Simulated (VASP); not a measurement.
**Beryllium: accuracy against cost in the PAW data sets and k-mesh**

How sensitive are energy, pressure and forces of Beryllium to the PAW data sets and k-mesh? The series runs use PBEsol. The PAW data sets tried: minimal 64: Be; recommended 54: Be; materialsproject 64: Be_sv; gw 64: Be_sv_GW. The k-mesh tried: 3 3 2; 4 4 3; 6 6 3; 8 8 4; 10 10 6; 13 13 8; 16 16 9; 20 20 11. The atoms of the start are displaced at random from the sites of a P6_3/mmc cell.

Calculated with VASP 6.6.1; PBEsol; plane waves and PAW (Be), in the first sound run; inputs show where later runs differ.

Report form: the programs' logs are mostly left out.

## 1. The starting structure

It takes space group P-1 (No. 2, triclinic). The conventional cell has a = 2.285 Å, b = 2.285 Å, c = 3.584 Å, α = 90.00°, β = 90.00°, γ = 120.00°. Nearest to Be lie 12 Be at 2.18 to 2.29 Å.

## 2. PAW data sets: minimal 64: Be

Data sets differ in which electrons are valence and how hard the partial waves are. PBEsol restores the gradient expansion of exchange and is tuned for the cells of solids.

Contents of INCAR:

```
SYSTEM = Be
PREC = Accurate
ENCUT = 400
EDIFF = 1E-06
NELM = 100
ISMEAR = -1
SIGMA = 0.05
LREAL = .FALSE.
ALGO = Normal
GGA = PS
NBANDS = 8
LORBIT = 11
LWAVE = .FALSE.
LCHARG = .FALSE.
KPAR = 2
ISIF = 2
```

Contents of POSCAR:

```
Be
1.0
    2.2853000000      0.0000000000      0.0000000000
   -1.1426500000      1.9791278553      0.0000000000
    0.0000000000      0.0000000000      3.5842000000
Be
2
Direct
    0.3549040000      0.6717780000      0.2501790000
    0.6507270000      0.3234230000      0.7585440000
```

Contents of KPOINTS:

```
Automatic mesh
0
Gamma
11 11 6
0 0 0
```

The projector-augmented-wave data sets are Be (PBE family, release 64).

Run with:

```console
mpirun -np 2 vasp_std
```

The job ended after 5.6 s (2 MPI ranks of Intel Xeon Platinum 8488C (Sapphire Rapids), shared host; peak memory 0.24 GiB).

The k-mesh is coarse for a metal. The PAW data sets were made with PBE, which is usual practice but a small mismatch for other functionals.

Numbers from this step:

```yaml
scf_cycles: 9
electrons: 4
bands: 8
irreducible_k_points: 364
symmetry_operations: 2
free_energy_toten: -7.960 eV
energy_at_zero_smearing: -7.959 eV
fermi_energy: 7.112 eV
pressure: -3.471 GPa
metallic: yes
```

The series starts at -3.9794 eV an atom and -3.47 GPa, after 9 cycles in 5.6 s.

## 3. PAW data sets: recommended 54: Be

INCAR is that of step 2.

POSCAR is that of step 2.

KPOINTS is that of step 2.

PAW data sets: Be (PBE family, release 54).

Run with:

```console
mpirun -np 2 vasp_std
```

The job ended after 5.6 s (2 MPI ranks; peak memory 0.25 GiB; 10 s of CPU time).

With 4 valence electrons the pressure is -3.47 GPa, +0.00 GPa from the first of the series, after 9 cycles in 5.6 s.

## 4. PAW data sets: materialsproject 64: Be sv

This step: PBEsol; plane waves and PAW (Be_sv) (VASP 6.6.1).

INCAR: that of step 3 with these lines changed.

```diff
@@ -2,3 +2,3 @@
 PREC = Accurate
-ENCUT = 400
+ENCUT = 410
 EDIFF = 1E-06
@@ -10,3 +10,3 @@
 GGA = PS
-NBANDS = 8
+NBANDS = 10
 LORBIT = 11
```

POSCAR is that of step 3.

KPOINTS is that of step 3.

Potentials, in the order of the species: Be_sv (PBE family, release 64).

Run with:

```console
mpirun -np 2 vasp_std
```

Run time: 6.8 s. Hardware: 2 MPI ranks; peak memory 0.26 GiB; 12 s of CPU time.

With 8 valence electrons the pressure is -3.42 GPa, +0.05 GPa from the first of the series, after 10 cycles in 6.8 s.

## 5. PAW data sets: GW 64: Be sv GW

This step: PBEsol; plane waves and PAW (Be_sv_GW) (VASP 6.6.1).

INCAR: that of step 4 with these lines changed.

```diff
@@ -2,3 +2,3 @@
 PREC = Accurate
-ENCUT = 410
+ENCUT = 700
 EDIFF = 1E-06
```

POSCAR is that of step 4.

KPOINTS is that of step 4.

The projector-augmented-wave data sets are Be_sv_GW (PBE family, release 64).

Run with:

```console
mpirun -np 2 vasp_std
```

The job ended after 22 s (2 MPI ranks; peak memory 0.38 GiB).

With 8 valence electrons the pressure is -4.75 GPa, -1.28 GPa from the first of the series, after 10 cycles in 22 s.

## 6. The PAW data sets series as a table

This step: convergence of PBEsol results with the datasets; plane waves and PAW (VASP 6.6.1).

No new run; the numbers come from the runs before.

Differences are taken from the run with minimal 64: Be. Results of the series, by row:

```tsv
setting	status	pressure (GPa)	largest force difference (meV/Å)	SCF cycles	wall time (s)
minimal 64: Be, 400 eV	converged	-3.471	0	9	5.6
recommended 54: Be, 400 eV	converged	-3.471	0	9	5.6
materialsproject 64: Be_sv, 410 eV	converged	-3.42	1.052	10	6.8
gw 64: Be_sv_GW, 700 eV	converged	-4.755	3.782	10	22
```

## 7. K-mesh: 3 3 2

This step: PBEsol; plane waves and PAW (Be) (VASP 6.6.1).

The sum over the zone converges with the mesh, fast for insulators and slowly for metals.

INCAR: that of step 5 with these lines changed.

```diff
@@ -2,3 +2,3 @@
 PREC = Accurate
-ENCUT = 700
+ENCUT = 400
 EDIFF = 1E-06
@@ -10,3 +10,3 @@
 GGA = PS
-NBANDS = 10
+NBANDS = 8
 LORBIT = 11
```

POSCAR is that of step 5.

Contents of KPOINTS:

```
Automatic mesh
0
Gamma
3 3 2
0 0 0
```

The projector-augmented-wave data sets are Be (PBE family, release 64).

Run with:

```console
mpirun -np 2 vasp_std
```

The job ended after 1.2 s (2 MPI ranks; peak memory 0.2 GiB; 1 s of CPU time).

This step gave:

```yaml
scf_cycles: 9
electrons: 4
bands: 8
irreducible_k_points: 10
free_energy_toten: -6.697 eV
energy_at_zero_smearing: -6.687 eV
fermi_energy: 6.62 eV
pressure: 5.804 GPa
```

The series starts at -3.3435 eV an atom and 5.80 GPa, after 9 cycles in 1.2 s.

## 8. K-mesh: 4 4 3

INCAR is that of step 7.

POSCAR is that of step 7.

Contents of KPOINTS:

```
Automatic mesh
0
Gamma
4 4 3
0 0 0
```

Run with:

```console
mpirun -np 2 vasp_std
```

Wall time 1.4 s (2 MPI ranks); peak memory 0.2 GiB.

The gap is read on the k-mesh alone, so it is an upper bound where the band edges lie off the mesh.

Against the run before the energy moves by -571.48 meV an atom and the pressure by -8.66 GPa, after 9 cycles in 1.4 s.

## 9. K-mesh: 6 6 3

INCAR is that of step 8.

POSCAR is that of step 8.

Contents of KPOINTS:

```
Automatic mesh
0
Gamma
6 6 3
0 0 0
```

Run with:

```console
mpirun -np 2 vasp_std
```

Run time: 1.8 s. Hardware: 2 MPI ranks; peak memory 0.21 GiB.

Against the run before the energy moves by -18.84 meV an atom and the pressure by -0.06 GPa, after 9 cycles in 1.8 s.

## 10. K-mesh: 8 8 4

INCAR is that of step 9.

POSCAR is that of step 9.

Contents of KPOINTS:

```
Automatic mesh
0
Gamma
8 8 4
0 0 0
```

Run with:

```console
mpirun -np 2 vasp_std
```

Wall time 2.8 s (2 MPI ranks); peak memory 0.21 GiB.

Against the run before the energy moves by -33.15 meV an atom and the pressure by -0.48 GPa, after 9 cycles in 2.8 s.

## 11. K-mesh: 10 10 6

INCAR is that of step 10.

POSCAR is that of step 10.

Contents of KPOINTS:

```
Automatic mesh
0
Gamma
10 10 6
0 0 0
```

Run with:

```console
mpirun -np 2 vasp_std
```

The job ended after 4.8 s (2 MPI ranks; peak memory 0.24 GiB; 8.4 s of CPU time).

Against the run before the energy moves by -8.58 meV an atom and the pressure by +0.19 GPa, after 9 cycles in 4.8 s.

## 12. K-mesh: 13 13 8

INCAR is that of step 11.

POSCAR is that of step 11.

Contents of KPOINTS:

```
Automatic mesh
0
Gamma
13 13 8
0 0 0
```

Run with:

```console
mpirun -np 2 vasp_std
```

Run time: 9.4 s. Hardware: 2 MPI ranks; peak memory 0.29 GiB; 18 s of CPU time.

Against the run before the energy moves by -11.23 meV an atom and the pressure by -0.16 GPa, after 9 cycles in 9.4 s.

## 13. K-mesh: 16 16 9

INCAR is that of step 12.

POSCAR is that of step 12.

Contents of KPOINTS:

```
Automatic mesh
0
Gamma
16 16 9
0 0 0
```

Run with:

```console
mpirun -np 2 vasp_std
```

Elapsed: 18 s, on 2 MPI ranks; peak memory 0.35 GiB.

Against the run before the energy moves by -3.76 meV an atom and the pressure by -0.07 GPa, after 9 cycles in 18 s.

## 14. K-mesh: 20 20 11

INCAR is that of step 13.

POSCAR is that of step 13.

Contents of KPOINTS:

```
Automatic mesh
0
Gamma
20 20 11
0 0 0
```

Run with:

```console
mpirun -np 2 vasp_std
```

The job ended after 27 s (2 MPI ranks; peak memory 0.5 GiB; 52 s of CPU time).

Against the run before the energy moves by +2.26 meV an atom and the pressure by +0.03 GPa, after 9 cycles in 27 s.

## 15. The k-mesh series as a table

This step: convergence of PBEsol results with the mesh; plane waves and PAW (VASP 6.6.1).

Derived from the runs above.

Differences are taken from the run with 20 20 11. Results of the series, by row:

```tsv
setting	status	energy less the reference (meV/atom)	pressure (GPa)	largest force difference (meV/Å)	gap (eV)	SCF cycles	wall time (s)
3 3 2	converged	644.8	5.804	89.06	0	9	1.2
4 4 3	converged	73.3	-2.86	13.74	0.302	9	1.4
6 6 3	converged	54.46	-2.915	16.04	0	9	1.8
8 8 4	converged	21.31	-3.395	15.55	0	9	2.8
10 10 6	converged	12.73	-3.204	5.933	0	9	4.8
13 13 8	converged	1.501	-3.369	0.452	0	9	9.4
16 16 9	converged	-2.261	-3.441	0.755	0	9	18.2
20 20 11	converged	0	-3.407	0	0	9	27
```

## 16. Summary of results

| Item | Value |
| --- | --- |
| spread of the pressure over the PAW data sets | 1.33 GPa |
| k-mesh from which the energy stays within 10 meV/atom of the reference | 13 13 8 |
| k-mesh from which the energy stays within 1 meV/atom of the reference | none before the reference itself |
| k-mesh from which the pressure stays within 0.2 GPa of the reference | 13 13 8 |
| spread of the pressure over the k-mesh | 9.24 GPa |
| spread of the energy over the k-mesh | 647 meV/atom |

**Reading.** The choice of data set moves the pressure between -4.75 GPa (gw 64: Be_sv_GW) and -3.42 GPa (materialsproject 64: Be_sv); the cutoffs differ too (400, 410 and 700 eV). No run before the reference (20 20 11) settles within 1 meV an atom of it; the nearest step is off by -2.3 meV an atom, -0.03 GPa, 0.8 meV/Å in forces. The pressure holds within 0.2 GPa from 13 13 8 on. The energy swings above and below the reference, since the sum over k-points is not variational. A metal's Fermi surface slows this convergence. Differences are taken from the run with 20 20 11, which is itself not the exact limit. Data sets differ in their zero of energy, so energies are not compared. The runs at 3 3 2; 4 4 3; 6 6 3 are over 30 meV an atom or 2 GPa off and describe the material poorly.

[Lines on the potential files, build, host, timing and source positions are cut from VASP's logs without a mark.]

[Logs are printed without paths, hosts, clocks, repeated set-up lines and the standing remarks that a program may print on its own settings, such as how far it seeks lower states.]

[Hosts, paths, dates, database ids (printed as entryN), source tags and the programs' standing remarks are cut or masked in the printed files.]

[A measured line is paired with the nearest computed mode of its activity, which favours agreement.]
